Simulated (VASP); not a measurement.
An input for Quantum ESPRESSO's pw.x (written as the equivalent of a VASP run, and not itself run):

```
&CONTROL
  calculation = 'vc-relax'
  pseudo_dir = './pseudo'
  outdir = './out'
  tprnfor = .true.
  tstress = .true.
  nstep = 40
  forc_conv_thr = 0.00078
/
&SYSTEM
  ibrav = 0
  nat = 1
  ntyp = 1
  ecutwfc = 58
  occupations = 'smearing'
  smearing = 'methfessel-paxton'
  degauss = 0.00735
  input_dft = 'pbesol'
/
&ELECTRONS
  conv_thr = 7.3e-08
  electron_maxstep = 100
/
&IONS
/
&CELL
  press = 50
/
ATOMIC_SPECIES
  Ta 180.948 Ta.upf
CELL_PARAMETERS angstrom
    -1.6289062    1.6289062    1.6289062
     1.6289062   -1.6289062    1.6289062
     1.6289062    1.6289062   -1.6289062
ATOMIC_POSITIONS crystal
  Ta   0.0000000  0.0000000  0.0000000
K_POINTS automatic
  16 16 16 0 0 0
```

**Question.** Write the VASP files for the same calculation (PBEsol).

**Answer.** Several could match; the one computed here: 
### POSCAR
```
Ta
1
   -1.6289061577     1.6289061577     1.6289061577
    1.6289061577    -1.6289061577     1.6289061577
    1.6289061577     1.6289061577    -1.6289061577
Ta
1
Direct
  0.0000000000   0.0000000000   0.0000000000
```

### KPOINTS
```
Regular mesh
0
gamma
16 16 16
```

INCAR:
```
ALGO = Normal
EDIFF = 1E-6
EDIFFG = -0.02
ENCUT = 500
GGA = PS
IBRION = 2
ISIF = 3
ISMEAR = 1
LASPH = .True.
LCHARG = .False.
LMAXMIX = 6
LREAL = .False.
LWAVE = .False.
NELM = 100
NSW = 40
PREC = Accurate
PSTRESS = 50
SIGMA = 0.1
SYSTEM = Ta
```

POTCAR, in this order: Ta_pv (PBE.64 set). Program: vasp_std.

The two are equivalent in intent, not identical: the potentials are each code's own (VASP's PAW set, PseudoDojo norm-conserving files in pw.x), so ENCUT and ecutwfc are chosen apart and not converted; conv_thr bounds pw.x's estimated SCF error, while EDIFF bounds the energy change between steps; forc_conv_thr acts on force components and is met together with etot_conv_thr.

The compound is Ta in the bcc structure. It was relaxed first under an external pressure of 5 GPa.
